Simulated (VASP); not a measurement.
# Nb2B (P6/mmm) in VASP: equation of state

How stiff is Nb2B in PBE, and what volume does it want? The cell is scaled to several volumes.

Everything below comes from runs of VASP 6.6.1. Logs are shortened: lines on timing, memory, paths and dates and some standing lists are left out, and cuts for length are marked.

**1. The structure**

The structure is hexagonal, space group P6/mmm (No. 191). Conventional cell: a = 4.408 Å, b = 4.408 Å, c = 2.669 Å, α = 90.00°, β = 90.00°, γ = 120.00°. Nb (site symmetry -6m2) is surrounded by 5 Nb at 2.54 to 2.67 Å and 6 B at 2.87 Å. B (site symmetry 6/mmm) has 2 B at 2.67 Å and 12 Nb at 2.87 Å as nearest neighbours.

The cell was built by a generator and needn't be a form met in nature.

**2. Equation of state, PBE, 14.07 Å³/atom (volume scaled by 0.94)**

The input, INCAR:

```
ALGO = Normal ; EDIFF = 1E-7
ENCUT = 520 ; GGA = PE
ISIF = 2 ; ISMEAR = -1
LASPH = True ; LCHARG = False
LREAL = False ; LWAVE = False
NBANDS = 22 ; NELM = 100
PREC = Accurate ; SIGMA = 0.05
```

The input, KPOINTS:

```
k-points
0
Gamma
  7 7 10
```

The input, POSCAR:

```
Nb2B
1.0
    4.3176237328      0.0000000000      0.0000000000
   -2.1588118664      3.7391781356      0.0000000000
    0.0000000000      0.0000000000      2.6140745104
Nb B
2 1
Direct
    0.3333300000      0.6666700000      0.5000000000
    0.6666700000      0.3333300000      0.5000000000
    0.0000000000      0.0000000000      0.0000000000
```

Potentials or basis: VASP PAW PBE potentials, release 64 (Nb_sv, B).

Command:

```sh
cat potpaw_PBE.64/Nb_sv/POTCAR potpaw_PBE.64/B/POTCAR > POTCAR
mpirun -np 1 vasp_std > vasp.out
```

OUTCAR:

```text
EDIFF = 1E-7
   ENCUT = 520
   GGA = PE
   ISIF = 2
   ISMEAR = -1
   LASPH = True
   LREAL = False
   NELM = 100
   PREC = Accurate

 Found     96 irreducible k-points:

 Following reciprocal coordinates:
            Coordinates               Weight
  0.000000  0.000000  0.000000      1.000000
  0.142857  0.000000  0.000000      4.000000
 -0.142857  0.142857  0.000000      2.000000
  0.285714  0.000000  0.000000      4.000000
 -0.285714  0.285714  0.000000      2.000000
  0.428571 -0.000000  0.000000      4.000000
   k-points           NKPTS =     96   k-points in BZ     NKDIM =     96   number of bands    NBANDS=     22
   number of dos      NEDOS =    301   number of ions     NIONS =      3
   total plane-waves  NPLWV =  20480
   dimension x,y,z NGX =    32 NGY =   32 NGZ =   20
   dimension x,y,z NGXF=    64 NGYF=   64 NGZF=   40
   ions per type =               2   1
   NGX,Y,Z   is equivalent  to a cutoff of  12.32, 12.32, 12.72 a.u.
   NGXF,Y,Z  is equivalent  to a cutoff of  24.64, 24.64, 25.44 a.u.
 SYSTEM =  unknown system
   PREC   = accura    normal or accurate (medium, high low for compatibility)
   ISTART =      0    job   : 0-new  1-cont  2-samecut
   ICHARG =      2    charge: 1-file 2-atom 10-const
   ISPIN  =      1    spin polarized calculation?
   LNONCOLLINEAR =      F non collinear calculations
   LSORBIT =      F    spin-orbit coupling
   LASPH  =      T    aspherical Exc in radial PAW
   ENCUT  =  520.0 eV  38.22 Ry    6.18 a.u.   8.03  8.03  4.86*2*pi/ulx,y,z
   NELM   =    100;   NELMIN=  2; NELMDL= -5     # of ELM steps
   EDIFF  = 0.1E-06   stopping-criterion for ELM
   LREAL  =      F    real-space projection
   EDIFFG = 0.1E-05   stopping-criterion for IOM
   NSW    =      0    number of steps for IOM
   IBRION =     -1    ionic relax: 0-MD 1-quasi-New 2-CG
   NFREE  =      0    steps in history (QN), initial steepest desc. (CG)
   ISIF   =      2    stress and relaxation
   ISYM   =      2    0-nonsym 1-usesym 2-fastsym
   POTIM  = 0.5000    time-step for ionic-motion
   TEBEG  =    0.0;   TEEND  =   0.0 temperature during run
   PSTRESS=    0.0 pullay stress
   NELECT =      29.0000    total number of electrons
   NUPDOWN=      -1.0000    fix difference up-down
   EMIN   =  10.00;   EMAX   =-10.00  energy-range for DOS
   EFERMI =   0.00;   METHOD = LEGACY
   ISMEAR =    -1;   SIGMA  =   0.05  broadening in eV -4-tet -1-fermi 0-gaus
   EFERMI_NEDOS =   21; number of points for ismear=-14 and -15
   IALGO  =     38    algorithm
   IMIX   =      4    mixing-type and parameters
     AMIX     =   0.40;   BMIX     =  1.00
     AMIX_MAG =   1.60;   BMIX_MAG =  1.00
  volume/ion in A,a.u.               =      14.07        94.93
  Fermi-wavevector in a.u.,A,eV,Ry     =   1.444645  2.729984 28.395355  2.087000
  Thomas-Fermi vector in A             =   2.562917
   LORBIT       =      0    0 simple, 1 ext, 2 COOP (PROOUT), +10 PAW based schemes
   GGA     = PE    functional components
   LHFCALC =     F    Hartree Fock is set to
   AEXX    =    0.0000 exact exchange contribution
   IVDW    =     0    specifies the selected vdW correction
   LEPSILON=     F    determine dielectric tensor
   LRPA    =     F    only Hartree local field effects (RPA)
 non-spin polarized calculation
  energy-cutoff  :      520.00
  volume of cell :       42.20
 maximum number of plane-waves:      1152
   NGX = 17   NGY = 17   NGZ =  9

 number of electron      29.0000000 magnetization

 Free energy of the ion-electron system (eV)
  ---------------------------------------------------
  ext. energy  EPLUGINS =         0.00000000
  ---------------------------------------------------
  free energy    TOTEN  =       -24.20668927 eV

  energy without entropy =      -24.19073683  energy(sigma->0) =      -24.19871305

 E-fermi :  11.3154     XC(G=0): -12.5159

 val. band max:       11.3128912022   @ k =  -0.4286   0.2857   0.2000
 cond. band min:      11.3361268256   @ k =   0.2857   0.2857   0.2000
 fundamental gap:      0.0232356234
 Fermi energy:        11.3153642043

 k-point     1 :       0.0000    0.0000    0.0000
  band No.  band energies     occupation
      1     -43.7082      2.00000
      2     -43.0303      2.00000
      3     -20.4807      2.00000
      4     -20.4805      2.00000
      5     -18.7339      2.00000
      6     -18.6692      2.00000
      7     -18.6691      2.00000
      8     -18.2931      2.00000
      9       1.7693      2.00000
     10       7.4141      2.00000
     11       7.6423      2.00000
     12       7.6424      2.00000
     13       9.8087      2.00000
     14      11.3944      0.34127
     15      11.3946      0.34001
     16      13.5397      0.00000
     17      13.5400      0.00000
     18      13.7687      0.00000
     19      16.3278      0.00000
     20      16.3281      0.00000
     21      16.8275      0.00000
     22      17.4691      0.00000

 k-point     2 :       0.1429    0.0000    0.0000
  band No.  band energies     occupation
      1     -43.6799      2.00000
      2     -43.0615      2.00000
      3     -20.5155      2.00000
      4     -20.4189      2.00000
      5     -18.7331      2.00000
      6     -18.7151      2.00000
      7     -18.6248      2.00000
      8     -18.3129      2.00000
      9       1.9932      2.00000
     10       6.9993      2.00000
     11       7.6452      2.00000
     12       7.6915      2.00000
     13       9.6315      2.00000
     14      11.2608      1.49721
     15      11.2949      1.20211
     16      13.4553      0.00000
     17      13.5733      0.00000
     18      14.5463      0.00000
     19      15.6849      0.00000
     20      16.4471      0.00000
     21      16.4573      0.00000
     22      16.4949      0.00000

 k-point     3 :      -0.1429    0.1429    0.0000
  band No.  band energies     occupation
      1     -43.6799      2.00000
      2     -43.0615      2.00000
      3     -20.5157      2.00000
      4     -20.4187      2.00000
      5     -18.7333      2.00000
      6     -18.7151      2.00000
      7     -18.6247      2.00000
      8     -18.3129      2.00000
      9       1.9932      2.00000
     10       6.9993      2.00000
     11       7.6452      2.00000
     12       7.6915      2.00000
     13       9.6315      2.00000
     14      11.2606      1.49854
     15      11.2950      1.20057
     16      13.4551      0.00000
     17      13.5735      0.00000
     18      14.5462      0.00000
     19      15.6847      0.00000
     20      16.4469      0.00000
     21      16.4575      0.00000
     22      16.4949      0.00000

 k-point     4 :       0.2857    0.0000    0.0000
  band No.  band energies     occupation
      1     -43.6028      2.00000
      2     -43.1451      2.00000
      3     -20.5889      2.00000
      4     -20.2615      2.00000
      5     -18.8950      2.00000
      6     -18.6638      2.00000
      7     -18.5305      2.00000
      8     -18.3661      2.00000
      9       2.5019      2.00000
     10       6.2728      2.00000
     11       7.7917      2.00000
     12       7.9921      2.00000
     13       9.1500      2.00000
     14      10.5801      2.00000
     15      11.1596      1.91503
     16      13.2868      0.00000
     17      13.5123      0.00000
     18      15.0234      0.00000
     19      15.2739      0.00000
     20      15.4146      0.00000
     21      16.7283      0.00000
     22      17.0164      0.00000

 k-point     5 :      -0.2857    0.2857    0.0000
  band No.  band energies     occupation
      1     -43.6029      2.00000
      2     -43.1451      2.00000
      3     -20.5891      2.00000
      4     -20.2613      2.00000
      5     -18.8951      2.00000
      6     -18.6638      2.00000
      7     -18.5304      2.00000
      8     -18.3661      2.00000
      9       2.5020      2.00000
     10       6.2729      2.00000
     11       7.7918      2.00000
     12       7.9921      2.00000
     13       9.1501      2.00000
     14      10.5800      2.00000
     15      11.1598      1.91478
     16      13.2866      0.00000
     17      13.5125      0.00000
     18      15.0230      0.00000
     19      15.2735      0.00000
     20      15.4145      0.00000
     21      16.7285      0.00000
     22      17.0165      0.00000

 k-point     6 :       0.4286   -0.0000    0.0000
  band No.  band energies     occupation
      1     -43.5099      2.00000
      2     -43.2433      2.00000
      3     -20.6433      2.00000
      4     -20.1039      2.00000
      5     -19.0554      2.00000
      6     -18.6024      2.00000
      7     -18.4591      2.00000
      8     -18.4291      2.00000
      9       2.8648      2.00000
     10       6.1296      2.00000
     11       7.8570      2.00000
     12       8.5182      2.00000
     13       8.5878      2.00000
     14       9.6085      2.00000
     15      11.1605      1.91353
     16      13.1675      0.00000
     17      13.3454      0.00000
     18      14.4687      0.00000
     19      14.7745      0.00000
     20      15.6232      0.00000
     21      16.9316      0.00000
     22      18.1496      0.00000

 [... further k-points ...]

------------------------ aborting loop because EDIFF is reached ----------------------------------------

  FORCE on cell =-STRESS in cart. coord.  units (eV):
  Direction    XX          YY          ZZ          XY          YZ          ZX
  --------------------------------------------------------------------------------------
  -------------------------------------------------------------------------------------
  Total        2.8829613      2.8838966      3.1051630      0.0008016      0.0000000      0.0000000
  in kB      109.4486690    109.4841765    117.8843275      0.0304311      0.0000000      0.0000000
  external PRESSURE =     112.2723910 kB  Pullay stress =       0.0000000 kB

 VOLUME and BASIS-vectors are now :
 -----------------------------------------------------------------------------
  energy-cutoff  :      520.00
  volume of cell :       42.20
      direct lattice vectors                 reciprocal lattice vectors
     4.317623733  0.000000000  0.000000000     0.231608881  0.133719224  0.000000000
    -2.158811866  3.739178136  0.000000000     0.000000000  0.267438449  0.000000000
     0.000000000  0.000000000  2.614074510     0.000000000  0.000000000  0.382544566

 POSITION                                       TOTAL-FORCE (eV/Angst)
 -----------------------------------------------------------------------------------
     -0.00002      2.49280      1.30704         0.000336     -0.000194      0.000000
      2.15883      1.24638      1.30704        -0.000336      0.000194      0.000000
      0.00000      0.00000      0.00000        -0.000000     -0.000000      0.000000
 -----------------------------------------------------------------------------------
    total drift:                                0.000000     -0.000000      0.000000

  FREE ENERGIE OF THE ION-ELECTRON SYSTEM (eV)
  ---------------------------------------------------
  free  energy   TOTEN  =       -24.2066892682 eV

  energy  without entropy=      -24.1907368288  energy(sigma->0) =      -24.19871305
```

Wall time 30 s (1 thread of Intel Xeon 6975P-C (Granite Rapids), shared host); peak memory 0.21 GiB.

Results:

```yaml
Free_energy: -24.2067 eV
Pressure: 11.2 GPa
Band_gap_on_the_k_mesh: none (metal or under the smearing width)
```

**3. Equation of state, PBE, 14.37 Å³/atom (volume scaled by 0.96)**

The input, INCAR:

```
SYSTEM = Nb2B
PREC = Accurate
ENCUT = 520
EDIFF = 1E-7
ISMEAR = -1
SIGMA = 0.05
LREAL = .FALSE.
LASPH = .TRUE.
NELM = 60
ALGO = Normal
ISIF = 2
LWAVE = .FALSE.
LCHARG = .FALSE.
GGA = PE
NBANDS = 22
```

The input, KPOINTS:

```
regular mesh
0
G
  7 7 10
  0 0 0
```

The input, POSCAR:

```
Nb2B
1.0
    4.3480305355      0.0000000000      0.0000000000
   -2.1740152678      3.7655112436      0.0000000000
    0.0000000000      0.0000000000      2.6324840924
Nb B
2 1
Direct
    0.3333300000      0.6666700000      0.5000000000
    0.6666700000      0.3333300000      0.5000000000
    0.0000000000      0.0000000000      0.0000000000
```

Potentials or basis: VASP PAW PBE potentials, release 64 (Nb_sv, B).

Command:

```sh
cat potpaw_PBE.64/Nb_sv/POTCAR potpaw_PBE.64/B/POTCAR > POTCAR
mpirun -np 1 vasp_std > vasp.out
```

It took 30 s on 1 thread of Intel Xeon 6975P-C (Granite Rapids), shared host; peak memory 0.21 GiB.

It converged, with:

```yaml
Free_energy: -24.2584 eV
Pressure: 7.1 GPa
Band_gap_on_the_k_mesh: none (metal or under the smearing width)
```

**4. Equation of state, PBE, 14.67 Å³/atom (volume scaled by 0.98)**

The input, INCAR:

```
PREC = Accurate
ENCUT = 520
EDIFF = 1E-7
ISMEAR = -1
SIGMA = 0.05
LREAL = False
LASPH = True
NELM = 60
ALGO = Normal
ISIF = 2
LWAVE = False
LCHARG = False
GGA = PE
NBANDS = 22
```

The input, KPOINTS:

```
Automatic mesh
0
Gamma
  7 7 10
```

The input, POSCAR:

```
Nb2B
1.0
    4.3780179006      0.0000000000      0.0000000000
   -2.1890089503      3.7914811073      0.0000000000
    0.0000000000      0.0000000000      2.6506397288
Nb B
2 1
Direct
    0.3333300000      0.6666700000      0.5000000000
    0.6666700000      0.3333300000      0.5000000000
    0.0000000000      0.0000000000      0.0000000000
```

Command:

```sh
cat potpaw_PBE.64/Nb_sv/POTCAR potpaw_PBE.64/B/POTCAR > POTCAR
mpirun -np 1 vasp_std > vasp.out
```

Run time: 37 s. Hardware: 1 thread of Intel Xeon 6975P-C (Granite Rapids), shared host; peak memory 0.22 GiB.

Results (log left out):

| Item | Value |
| --- | --- |
| Free energy | -24.2880 eV |
| Pressure | 3.3 GPa |
| Band gap on the k mesh | none (metal or under the smearing width) |

**5. Equation of state, PBE, 15.26 Å³/atom (volume scaled by 1.02)**

The input, INCAR:

```
  ALGO = Normal
  EDIFF = 1E-7
  ENCUT = 520
  GGA = PE
  ISIF = 2
  ISMEAR = -1
  LASPH = True
  LCHARG = False
  LREAL = False
  LWAVE = False
  NBANDS = 22
  NELM = 80
  PREC = Accurate
  SIGMA = 0.05
```

The input, KPOINTS:

```
k-points
0
Gamma
  7 7 10
```

The input, POSCAR:

```
Nb2B
1.0
    4.4367902547      0.0000000000      0.0000000000
   -2.2183951273      3.8423795447      0.0000000000
    0.0000000000      0.0000000000      2.6862230316
Nb B
2 1
Direct
    0.3333300000      0.6666700000      0.5000000000
    0.6666700000      0.3333300000      0.5000000000
    0.0000000000      0.0000000000      0.0000000000
```

Command:

```sh
cat potpaw_PBE.64/Nb_sv/POTCAR potpaw_PBE.64/B/POTCAR > POTCAR
mpirun -np 1 vasp_std > vasp.out
```

It took 38 s on 1 thread of Intel Xeon 6975P-C (Granite Rapids), shared host; peak memory 0.22 GiB.

The run converged. Its results:

```yaml
Free_energy: -24.2884 eV
Pressure: -3.2 GPa
Band_gap_on_the_k_mesh: none (metal or under the smearing width)
```

**6. Equation of state, PBE, 15.56 Å³/atom (volume scaled by 1.04)**

The input, INCAR:

```
SYSTEM = Nb2B
PREC = Accurate
ENCUT = 520
EDIFF = 1E-7
ISMEAR = -1
SIGMA = 0.05
LREAL = .False.
LASPH = .True.
NELM = 100
ALGO = Normal
ISIF = 2
LWAVE = .False.
LCHARG = .False.
GGA = PE
NBANDS = 22
```

The input, KPOINTS:

```
Automatic mesh
0
Gamma
  7 7 10
  0 0 0
```

The input, POSCAR:

```
Nb2B
1.0
    4.4656013883      0.0000000000      0.0000000000
   -2.2328006941      3.8673307603      0.0000000000
    0.0000000000      0.0000000000      2.7036665271
Nb B
2 1
Direct
    0.3333300000      0.6666700000      0.5000000000
    0.6666700000      0.3333300000      0.5000000000
    0.0000000000      0.0000000000      0.0000000000
```

Potentials or basis: VASP PAW PBE potentials, release 64 (Nb_sv, B).

Command:

```sh
cat potpaw_PBE.64/Nb_sv/POTCAR potpaw_PBE.64/B/POTCAR > POTCAR
mpirun -np 1 vasp_std > vasp.out
```

It took 37 s on 1 thread of Intel Xeon 6975P-C (Granite Rapids), shared host; peak memory 0.23 GiB.

The run converged. Its results:

* Free energy: -24.2630 eV
* Pressure: -6.0 GPa
* Band gap on the k mesh: none (metal or under the smearing width)

**7. Equation of state, PBE, 15.86 Å³/atom (volume scaled by 1.06)**

The input, INCAR:

```
SYSTEM = Nb2B
PREC     = Accurate       ! precision mode
ENCUT    = 520            ! plane-wave cutoff, eV
EDIFF    = 1E-7           ! SCF threshold, eV
ISMEAR   = -1             ! smearing method
SIGMA    = 0.05           ! smearing width, eV
LREAL    = .FALSE.        ! projectors in reciprocal space
LASPH    = .TRUE.         ! aspherical terms in the spheres
NELM     = 80             ! most SCF steps
ALGO     = Normal         ! electronic algorithm
ISIF     = 2              ! what is computed and relaxed
LWAVE    = .FALSE.        ! write WAVECAR
LCHARG   = .FALSE.        ! write CHGCAR
GGA      = PE             ! functional
NBANDS   = 22             ! bands
```

The input, KPOINTS:

```
regular mesh
0
G
  7 7 10
  0 0 0
```

The input, POSCAR:

```
Nb2B
1.0
    4.4940454761      0.0000000000      0.0000000000
   -2.2470227381      3.8919641045      0.0000000000
    0.0000000000      0.0000000000      2.7208877973
Nb B
2 1
Direct
    0.3333300000      0.6666700000      0.5000000000
    0.6666700000      0.3333300000      0.5000000000
    0.0000000000      0.0000000000      0.0000000000
```

Command:

```sh
cat potpaw_PBE.64/Nb_sv/POTCAR potpaw_PBE.64/B/POTCAR > POTCAR
mpirun -np 1 vasp_std > vasp.out
```

Wall time 40 s (1 thread of Intel Xeon 6975P-C (Granite Rapids), shared host); peak memory 0.22 GiB.

Results (log left out):

```yaml
Free_energy: -24.2228 eV
Pressure: -8.5 GPa
Band_gap_on_the_k_mesh: none (metal or under the smearing width)
```

**8. Equation of state, PBE**

Potentials or basis: VASP PAW PBE potentials, release 64 (Nb_sv, B).

No new run: the results of the series are fitted here.

Results:

| Item | Value |
| --- | --- |
| Equilibrium volume | 14.96 Å³/atom |
| Bulk modulus at fixed shape and positions | 162 GPa |
| Pressure derivative of the bulk modulus | 4.0 |

Energy against volume, from the lowest point:
| volume (Å³/atom) | energy (meV/atom) |
| --- | --- |
| 14.068 | 30.20 |
| 14.367 | 12.96 |
| 14.666 | 3.11 |
| 14.965 | 0.00 |
| 15.265 | 2.97 |
| 15.564 | 11.42 |
| 15.863 | 24.83 |

Caveat: the cell was scaled at fixed shape and fractional positions, which overstates the stiffness of a crystal with free parameters, most of all of layers and chains.
